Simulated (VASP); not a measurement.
# ZrAl3B3N (P3m1) in VASP: notebook, part 2 of 2

VASP 6.6.1. Earlier steps stand in the parts before.

## Step 4: Single point, r2SCAN

This run uses another cell than the first one, of 11.25 Å³/atom, 1.003 times its volume.

INCAR

```
SYSTEM = ZrAl3B3N
ALGO = Normal
EDIFF = 1E-6
ENCUT = 520
ISIF = 2
ISMEAR = 0
KPAR = 4
LASPH = .True.
LCHARG = .False.
LMIXTAU = .True.
LREAL = .False.
LWAVE = .False.
METAGGA = R2SCAN
NELM = 150
PREC = Accurate
SIGMA = 0.1
```

KPOINTS

```
k-points
0
Gamma
  12 12 4
  0 0 0
```

POSCAR

```
ZrAl3B3N                                
1.0
    3.0172482516      0.0000000000     -0.0000000000
   -1.5086241258      2.6130136289      0.0000000000
    0.0000000000     -0.0000000000     11.4161862487
  Zr              Al              B               N             
     1     3     3     1
Direct
     0.6666666699999979    0.3333333300000021    0.0105534445410965
     0.6666666699999979    0.3333333300000021    0.3139953093049930
     1.0000000000000000    0.0000000000000000    0.5253827598079577
     0.3333333300000021    0.6666666699999979    0.7302859709127445
     0.0000000000000000    0.0000000000000000    0.1757438818481763
     0.3333333300000021    0.6666666699999979    0.1658527059724925
     1.0000000000000000    0.0000000000000000    0.8491694011590599
     0.3333333300000021    0.6666666699999979    0.4190330664534746
```

Potentials or basis: VASP PAW PBE potentials, release 64 (Zr_sv, Al, B, N).

On the command line:

```console
$ cat potpaw_PBE.64/Zr_sv/POTCAR potpaw_PBE.64/Al/POTCAR potpaw_PBE.64/B/POTCAR potpaw_PBE.64/N/POTCAR > POTCAR
$ mpirun -np 4 vasp_std > vasp.out
```

OUTCAR:

```text
SYSTEM = ZrAl3B3N
   EDIFF = 1E-6
   ENCUT = 520
   ISIF = 2
   ISMEAR = 0
   LASPH = .True.
   LREAL = .False.
   METAGGA = R2SCAN
   NELM = 150
   PREC = Accurate

 ion  position               nearest neighbor table
   1  0.667  0.333  0.011-   6 2.49   6 2.49   6 2.49   7 2.54   7 2.54   7 2.54   5 2.57   5 2.57
                             5 2.57   2 3.46
   2  0.667  0.333  0.314-   8 2.11   8 2.11   8 2.11   5 2.35   5 2.35   5 2.35   6 2.43   6 2.43
                             6 2.43   3 2.98   3 2.98   3 2.98   1 3.46
   3  0.000  0.000  0.525-   8 2.12   8 2.12   8 2.12   4 2.92   4 2.92   4 2.92   2 2.98   2 2.98
                             2 2.98
   4  0.333  0.667  0.730-   7 2.21   7 2.21   7 2.21   3 2.92   3 2.92   3 2.92
   5  0.000  0.000  0.176-   6 1.75   6 1.75   6 1.75   2 2.35   2 2.35   2 2.35   1 2.57   1 2.57
[... 821 lines left out ...]
  external PRESSURE =     -26.5898480 kB  Pullay stress =       0.0000000 kB

 VOLUME and BASIS-vectors are now :
 -----------------------------------------------------------------------------
  energy-cutoff  :      520.00
  volume of cell :       90.01
      direct lattice vectors                 reciprocal lattice vectors
     3.017248252  0.000000000  0.000000000     0.331427817  0.191349940  0.000000000
    -1.508624126  2.613013629  0.000000000     0.000000000  0.382699879  0.000000000
     0.000000000  0.000000000 11.416186249     0.000000000  0.000000000  0.087594927

 POSITION                                       TOTAL-FORCE (eV/Angst)
 -----------------------------------------------------------------------------------
      1.50862      0.87100      0.12048         0.000000      0.000000     -0.014422
      1.50862      0.87100      3.58463        -0.000000     -0.000000      0.073552
      0.00000      0.00000      5.99787        -0.000000     -0.000000     -0.131504
     -0.00000      1.74201      8.33708        -0.000000     -0.000000      0.003804
      0.00000      0.00000      2.00632        -0.000000     -0.000000      0.178422
     -0.00000      1.74201      1.89341        -0.000000     -0.000000      0.000371
      0.00000      0.00000      9.69428        -0.000000     -0.000000     -0.106424
     -0.00000      1.74201      4.78376         0.000000     -0.000000     -0.003799
 -----------------------------------------------------------------------------------
    total drift:                               -0.000012      0.000007      0.000956

  FREE ENERGIE OF THE ION-ELECTRON SYSTEM (eV)
  ---------------------------------------------------
  free  energy   TOTEN  =       -76.4305704556 eV

  energy  without entropy=      -76.4209319588  energy(sigma->0) =      -76.42575121
```

OSZICAR:

```text
N       E                     dE             d eps       ncg     rms          rms(c)
DAV:   1     0.158573831387E+03    0.15857E+03   -0.17054E+04  3036   0.149E+03
DAV:   2    -0.731552228038E+02   -0.23173E+03   -0.22558E+03  3884   0.331E+02
DAV:   3    -0.909058831798E+02   -0.17751E+02   -0.17538E+02  5070   0.788E+01
[... 13 lines left out ...]
DAV:  17    -0.764305396840E+02   -0.53887E-04   -0.53364E-05  3626   0.569E-02    0.137E-02
DAV:  18    -0.764305585963E+02   -0.18912E-04   -0.12941E-05  4244   0.240E-02    0.785E-03
DAV:  19    -0.764305686655E+02   -0.10069E-04   -0.12620E-05  3862   0.277E-02    0.223E-03
DAV:  20    -0.764305710400E+02   -0.23745E-05   -0.29696E-06  2826   0.127E-02    0.166E-03
DAV:  21    -0.764305697591E+02    0.12809E-05   -0.41737E-07  1710   0.584E-03    0.104E-03
DAV:  22    -0.764305704556E+02   -0.69645E-06   -0.17092E-07  1650   0.318E-03
   1 F= -.76430570E+02 E0= -.76425751E+02  d E =-.963850E-02
```

stdout:

```text
POSCAR found type information on POSCAR ZrAlB N
 POSCAR found :  4 types and       8 ions
 scaLAPACK will be used
 -----------------------------------------------------------------------------
|                                                                             |
|                                                                             |
|     You enforced a specific xc type in the INCAR file but a different       |
|     I HOPE YOU KNOW WHAT YOU ARE DOING!                                     |
|                                                                             |
 -----------------------------------------------------------------------------

 LDA part: xc-table for (None), standard interpolation
 POSCAR, INCAR and KPOINTS ok, starting setup
 FFT: planning ... GRIDC
 FFT: planning ... GRID_SOFT
 FFT: planning ... GRID
 WAVECAR not read
 entering main loop
```

Run time: 2.4 min. Hardware: 4 MPI ranks of AMD EPYC 9R45 (Zen 5), shared host; peak memory 0.31 GiB.

What came out:

- Free energy: -76.4306 eV
- Pressure: -2.7 GPa
- Largest force: 0.178 eV/Å
- Band gap on the k mesh: none (metal or under the smearing width)

Forces on the atoms (eV/Å):
```
Zr   0.000  0.000 -0.014
Al   0.000  0.000  0.074
Al   0.000  0.000 -0.132
Al   0.000  0.000  0.004
B    0.000  0.000  0.178
B    0.000  0.000  0.000
B    0.000  0.000 -0.106
N    0.000  0.000 -0.004
```

Levels at points of the mesh, in eV from the Fermi level:
| k point | band 14 | band 15 | band 16 | band 17 | band 18 | band 19 | band 20 | band 21 |
| --- | --- | --- | --- | --- | --- | --- | --- | --- |
| (0.00, 0.00, 0.00) | -1.25 | -1.25 | -0.43 | 1.71 | 1.71 | 2.10 | 2.82 | 2.82 |
| (0.50, 0.00, 0.00) | -3.84 | -3.48 | -2.71 | -1.77 | -0.26 | 0.74 | 0.88 | 2.52 |
| (0.00, 0.00, 0.50) | -1.27 | -1.25 | -1.25 | 1.71 | 1.71 | 2.32 | 2.82 | 2.82 |
| (0.50, 0.00, 0.50) | -3.86 | -3.84 | -2.29 | -1.37 | -0.58 | 0.82 | 0.87 | 2.38 |

Caveat: the PAW data sets were made with another functional, which shifts forces and pressure a little.
